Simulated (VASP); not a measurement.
An input for Ansatz (written as the equivalent of a VASP run, and not itself run):

Ansatz 0.2 input:
```yaml
crystal:
  lattice:
    - [1.5036310, 0.8681220, 5.6697060]
    - [-1.5036310, 0.8681220, 5.6697060]
    - [0.0000000, -1.7362440, 5.6697060]
  atoms:
    - { symbol: Cu, position: [0.0000000, 0.0000000, 0.0000000] }
    - { symbol: Cr, position: [0.5000000, 0.5000000, 0.5000000], spin: 3 }
    - { symbol: O, position: [0.1066000, 0.1066000, 0.1066000] }
    - { symbol: O, position: [0.8934000, 0.8934000, 0.8934000] }
kpoints:
  mp_grid: { grid: [7, 7, 7] }
hamiltonian:
  xc: pbe
  pseudopotentials: { kind: paw }
magnetization: { spin_polarized: true }
scf:
  occupations: { method: gaussian, width: 0.2 }
  max_iter: 100
output: { forces: true, stress: true, eigenvalues: true }
```

### Question
Write the VASP files for the same calculation (PBE).

### Answer
Several could match; the one computed here: 
KPOINTS:
```
Automatic mesh
0
G
7 7 7
```

**INCAR**
```
SYSTEM=CrCuO2
PREC=Accurate; ENCUT=400; LREAL=F
LASPH=T
EDIFF=1E-6; NELM=100; ALGO=Normal
LMAXMIX=4
ISMEAR=0; SIGMA=0.2
GGA=PE
MAGMOM=0.0 3.0 0.0 0.0
ISPIN=2
ISIF=2
LWAVE=F; LCHARG=F; LORBIT=11
```

POSCAR:
```
CrCuO2
11.3394120
  0.1326022019   0.0765579379   0.5000000000
 -0.1326022019   0.0765579379   0.5000000000
  0.0000000000  -0.1531158758   0.5000000000
Cu Cr O
1 1 2
Cartesian
  0.0000000000   0.0000000000   0.0000000000
  0.0000000000   0.0000000000   0.7500000000
  0.0000000000  -0.0000000000   0.1599000000
 -0.0000000000   0.0000000000   1.3401000000
```

POTCAR, in this order: Cu Cr_pv O (PBE.64 set). Program: vasp_std.

The two are equivalent in intent, not identical: each code has its own PAW files, so the cut-off isn't converted (ENCUT is set for VASP's; basis.ecutwfc is left out, and Ansatz then takes the one that its files recommend); Ansatz stops its SCF on the density residual and VASP on the energy change (EDIFF).

The structure was generated: CrCuO2 was put into an ordered model structure, which need not be its known phase. The cell was not relaxed at this level.
